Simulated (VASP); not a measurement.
Calculation: PBEsol GGA, VASP's PBE PAW potentials (set 64) (plane waves; VASP 6.6.1).

VASP ran on this input.

INCAR:
```
! general
SYSTEM  = CdGeAs2
PREC    = Accurate
ENCUT   = 500   ! plane-wave cut-off (eV)
LREAL   = .FALSE.   ! projection in real space or not
LASPH   = .TRUE.   ! aspherical one-centre terms

! electronic loop
EDIFF   = 1E-6   ! SCF stop (eV)
NELM    = 100   ! most electronic steps
ALGO    = Normal
LMAXMIX = 4   ! l cut-off of mixed one-centre charges

! smearing
ISMEAR  = 0
SIGMA   = 0.05   ! width (eV)

! functional
GGA     = PS   ! PBEsol

! ions
IBRION  = 2
NSW     = 40
ISIF    = 3   ! ions, shape and volume
EDIFFG  = -0.02
PSTRESS = 50   ! kbar

! output
LWAVE   = .FALSE.
LCHARG  = .FALSE.
```

File KPOINTS:
```
Automatic mesh
0
Gamma
6 6 6
0 0 0
```

### POSCAR
```
CdGeAs2
1
   -2.9092319032     2.9092319032     5.5253231148
    2.9092319032    -2.9092319032     5.5253231148
    2.9092319032     2.9092319032    -5.5253231148
Cd Ge As
2 2 4
Direct
  0.0000000000   0.0000000000   0.0000000000
  0.7500000000   0.2500000000   0.5000000000
  0.5000000000   0.5000000000   0.0000000000
  0.2500000000   0.7500000000   0.5000000000
  0.8750000000   0.8495003193   0.4745003193
  0.1504996807   0.6250000000   0.0254996807
  0.3750000000   0.4004996807   0.5254996807
  0.5995003193   0.1250000000   0.9745003193
```

POTCAR, in this order: Cd Ge_d As (PBE.64 set). Program: vasp_std.

Output of the run:

File OSZICAR:
```
       N       E                     dE             d eps       ncg     rms          rms(c)
DAV:   1     0.718371139202E+03    0.71837E+03   -0.33174E+04  3218   0.275E+03
DAV:   2     0.816357569324E+02   -0.63674E+03   -0.62040E+03  2588   0.835E+02
DAV:   3    -0.270466293739E+02   -0.10868E+03   -0.10702E+03  2871   0.189E+02
DAV:   4    -0.338893794137E+02   -0.68428E+01   -0.68093E+01  3080   0.544E+01
DAV:   5    -0.340375830202E+02   -0.14820E+00   -0.14802E+00  3005   0.825E+00    0.104E+01
DAV:   6    -0.330600520235E+02    0.97753E+00   -0.22262E+00  3007   0.133E+01    0.781E+00
DAV:   7    -0.329437717806E+02    0.11628E+00   -0.98971E-01  3066   0.429E+00    0.309E+00
DAV:   8    -0.329340497179E+02    0.97221E-02   -0.13653E-01  2981   0.318E+00    0.636E-01
DAV:   9    -0.329325760973E+02    0.14736E-02   -0.18980E-02  3037   0.143E+00    0.138E-01
DAV:  10    -0.329323312387E+02    0.24486E-03   -0.20695E-03  2999   0.361E-01    0.464E-02
DAV:  11    -0.329324198639E+02   -0.88625E-04   -0.77875E-04  3018   0.168E-01    0.480E-02
DAV:  12    -0.329323911708E+02    0.28693E-04   -0.19644E-04  2595   0.111E-01    0.150E-02
DAV:  13    -0.329323941130E+02   -0.29422E-05   -0.13969E-05  2768   0.222E-02    0.764E-03
DAV:  14    -0.329323934837E+02    0.62932E-06   -0.22958E-06  2052   0.123E-02
   1 F= -.27094801E+02 E0= -.27094707E+02  d E =-.270948E+02
       N       E                     dE             d eps       ncg     rms          rms(c)
DAV:   1    -0.329257273218E+02    0.66668E-02   -0.45297E-02  3145   0.191E+00    0.272E-01
DAV:   2    -0.329244350186E+02    0.12923E-02   -0.41042E-03  3018   0.714E-01    0.131E-01
DAV:   3    -0.329241645806E+02    0.27044E-03   -0.52424E-04  3164   0.199E-01    0.875E-02
DAV:   4    -0.329241030725E+02    0.61508E-04   -0.12254E-04  3476   0.103E-01    0.181E-02
DAV:   5    -0.329241005511E+02    0.25213E-05   -0.35117E-05  2897   0.573E-02    0.845E-03
DAV:   6    -0.329241010420E+02   -0.49092E-06   -0.40255E-06  2316   0.132E-02
   2 F= -.27095167E+02 E0= -.27095076E+02  d E =-.366329E-03
```

File OUTCAR:
```
------------------------ aborting loop because EDIFF is reached ----------------------------------------
  FORCE on cell =-STRESS in cart. coord.  units (eV):
  Direction    XX          YY          ZZ          XY          YZ          ZX
  --------------------------------------------------------------------------------------
  Total        5.9549479      5.9549479      5.8193276      0.0000000      0.0000000      0.0000000
  in kB       51.0809363     51.0809363     49.9175996      0.0000000      0.0000000      0.0000000
  external PRESSURE =       0.6931574 kB  Pullay stress =      50.0000000 kB
  volume of cell :      186.78
      direct lattice vectors                 reciprocal lattice vectors
    -2.908911996  2.908911996  5.518341085     0.000000000  0.171885571  0.090606940
     2.908911996 -2.908911996  5.518341085     0.171885571  0.000000000  0.090606940
     2.908911996  2.908911996 -5.518341085     0.171885571  0.171885571  0.000000000
 POSITION                                       TOTAL-FORCE (eV/Angst)
 -----------------------------------------------------------------------------------
      2.90891      2.90891      5.51834        -0.000000     -0.000000      0.000000
     -0.00000      2.90891      2.75917        -0.000000     -0.000000     -0.000000
      2.90891      2.90891      0.00000        -0.000000     -0.000000      0.000000
      2.90891     -0.00000      2.75917        -0.000000     -0.000000     -0.000000
      1.30813      1.45446      6.89793         0.018464     -0.000000     -0.000000
      1.45446     -1.30813      4.13876        -0.000000     -0.018464      0.000000
      1.60078      1.45446      1.37959        -0.018464     -0.000000      0.000000
      1.45446      4.21704     -1.37959        -0.000000      0.018464     -0.000000
 -----------------------------------------------------------------------------------
    total drift:                                0.000005      0.000005      0.000002
  FREE ENERGIE OF THE ION-ELECTRON SYSTEM (eV)
  ---------------------------------------------------
  free  energy   TOTEN  =       -32.9241010420 eV

  energy  without entropy=      -32.9239180927  energy(sigma->0) =      -32.92400957
  enthalpy is  TOTEN    =       -27.0951672973 eV   P V=        5.8289337447

 reached required accuracy - stopping structural energy minimisation
```
(Selected blocks of OUTCAR.)

CONTCAR:
```
CdGeAs2
   1.00000000000000
    -2.9089119958024598    2.9089119958024598    5.5183410848066954
     2.9089119958024598   -2.9089119958024598    5.5183410848066954
     2.9089119958024598    2.9089119958024598   -5.5183410848066954
  Cd              Ge              As
     2     2     4
Direct
     1.0000000000000000    1.0000000000000000    1.0000000000000000
     0.7500000000000000    0.2500000000000000    0.5000000000000000
     0.5000000000000000    0.5000000000000000    1.0000000000000000
     0.2500000000000000    0.7500000000000000    0.5000000000000000
     0.8750000000000000    0.8498481984256487    0.4748481984256488
     0.1501518015743512    0.6250000000000000    0.0251518015743512
     0.3750000000000000    0.4001518015743512    0.5251518015743513
     0.5998481984256487    0.1250000000000000    0.9748481984256487
```

The compound is CdGeAs2 in the chalcopyrite structure. This run relaxes it under an external pressure of 5 GPa. Symmetry was kept, so distortions that lower it aren't found.
